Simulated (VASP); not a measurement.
All values below come from PBEsol GGA, VASP's PBE PAW potentials (set 64) (plane waves; VASP).

VASP input:

### POSCAR
```
HfC
1.0
  0.0000000000   2.3029435898   2.3029435898
  2.3029435898   0.0000000000   2.3029435898
  2.3029435898   2.3029435898   0.0000000000
Hf C
1 1
Cartesian
  0.0000000000   0.0000000000   0.0000000000
  2.3029435898   2.3029435898   2.3029435898
```

INCAR:
```
ALGO  =  Normal
EDIFF  =  1E-6
EDIFFG  =  -0.01
ENCUT  =  520
GGA  =  PS
IBRION  =  2
ISIF  =  3
ISMEAR  =  1
LASPH  =  .True.
LCHARG  =  .False.
LMAXMIX  =  6
LREAL  =  .False.
LWAVE  =  .False.
NELM  =  100
NSW  =  60
PREC  =  Accurate
SIGMA  =  0.1
SYSTEM  =  HfC
```

**KPOINTS**
```
Regular mesh
0
G
  12 12 12
0 0 0
```

POTCAR, in this order: Hf_pv C (PBE.64 set). Program: vasp_std.

Output of the run:

OUTCAR:
```
 ion  position               nearest neighbor table
   1  0.000  0.000  0.000-   2 2.30   2 2.30   2 2.30   2 2.30   2 2.30   2 2.30
   2  0.500  0.500  0.500-   1 2.30   1 2.30   1 2.30   1 2.30   1 2.30   1 2.30
  LATTYP: Found a face centered cubic cell.
 ALAT       =     4.6058871796
 Subroutine PRICEL returns:
 Original cell was already a primitive cell.
 Subroutine GETGRP returns: Found 48 space group operations
The static configuration has the point symmetry O_h .
The dynamic configuration has the point symmetry O_h .
 Subroutine INISYM returns: Found 48 space group operations
 Subroutine IBZKPT returns following result:
 Found     72 irreducible k-points:

 Following reciprocal coordinates:
            Coordinates               Weight
  0.000000  0.000000  0.000000      1.000000
  0.083333  0.000000  0.000000      8.000000
  0.166667  0.000000  0.000000      8.000000
  0.250000  0.000000  0.000000      8.000000
  0.333333  0.000000  0.000000      8.000000
  0.416667  0.000000  0.000000      8.000000
  0.500000  0.000000  0.000000      4.000000
  0.083333  0.083333  0.000000      6.000000
  0.166667  0.083333  0.000000     24.000000
...
```

**OSZICAR**
```
       N       E                     dE             d eps       ncg     rms          rms(c)
DAV:   1     0.236750068392E+02    0.23675E+02   -0.79111E+03  1584   0.123E+03
DAV:   2    -0.233736113801E+02   -0.47049E+02   -0.44442E+02  2029   0.216E+02
DAV:   3    -0.250609267440E+02   -0.16873E+01   -0.16776E+01  2011   0.320E+01
DAV:   4    -0.250745885363E+02   -0.13662E-01   -0.13650E-01  1898   0.305E+00
DAV:   5    -0.250747773842E+02   -0.18885E-03   -0.18883E-03  2080   0.278E-01    0.612E+01
DAV:   6    -0.222804927806E+02    0.27943E+01   -0.17816E+01  1769   0.219E+01    0.428E+01
DAV:   7    -0.222112522012E+02    0.69241E-01   -0.59630E-01  1827   0.590E+00    0.239E+01
DAV:   8    -0.222002392504E+02    0.11013E-01   -0.45614E-02  1749   0.207E+00    0.468E+00
DAV:   9    -0.221957569125E+02    0.44823E-02   -0.21904E-02  1761   0.898E-01    0.189E+00
DAV:  10    -0.221954908428E+02    0.26607E-03   -0.95112E-04  1875   0.261E-01    0.260E-01
DAV:  11    -0.221954841958E+02    0.66471E-05   -0.11696E-04  1833   0.821E-02    0.387E-02
DAV:  12    -0.221954824930E+02    0.17028E-05   -0.40770E-06  1806   0.188E-02    0.451E-02
DAV:  13    -0.221954822084E+02    0.28460E-06   -0.20442E-07   888   0.490E-03
   1 F= -.22195482E+02 E0= -.22195440E+02  d E =-.221955E+02
```

### OUTCAR
```
------------------------ aborting loop because EDIFF is reached ----------------------------------------
  FORCE on cell =-STRESS in cart. coord.  units (eV):
  Direction    XX          YY          ZZ          XY          YZ          ZX
  --------------------------------------------------------------------------------------
  Total       -0.0098905     -0.0098905     -0.0098905      0.0000000      0.0000000      0.0000000
  in kB       -0.6487049     -0.6487049     -0.6487049      0.0000000      0.0000000      0.0000000
  external PRESSURE =      -0.6487049 kB  Pullay stress =       0.0000000 kB
  volume of cell :       24.43
      direct lattice vectors                 reciprocal lattice vectors
     0.000000000  2.302943590  2.302943590    -0.217113438  0.217113438  0.217113438
     2.302943590  0.000000000  2.302943590     0.217113438 -0.217113438  0.217113438
     2.302943590  2.302943590  0.000000000     0.217113438  0.217113438 -0.217113438
 POSITION                                       TOTAL-FORCE (eV/Angst)
 -----------------------------------------------------------------------------------
      0.00000      0.00000      0.00000         0.000000     -0.000000      0.000000
      2.30294      2.30294      2.30294         0.000000      0.000000      0.000000
 -----------------------------------------------------------------------------------
    total drift:                                0.000000     -0.000000     -0.000000
  FREE ENERGIE OF THE ION-ELECTRON SYSTEM (eV)
  ---------------------------------------------------
  free  energy   TOTEN  =       -22.1954822084 eV

  energy  without entropy=      -22.1953555873  energy(sigma->0) =      -22.19544000

 reached required accuracy - stopping structural energy minimisation
```
(Selected blocks of OUTCAR.)

The compound is HfC in the rock salt structure. It was relaxed first. The start is the result of an earlier pass.
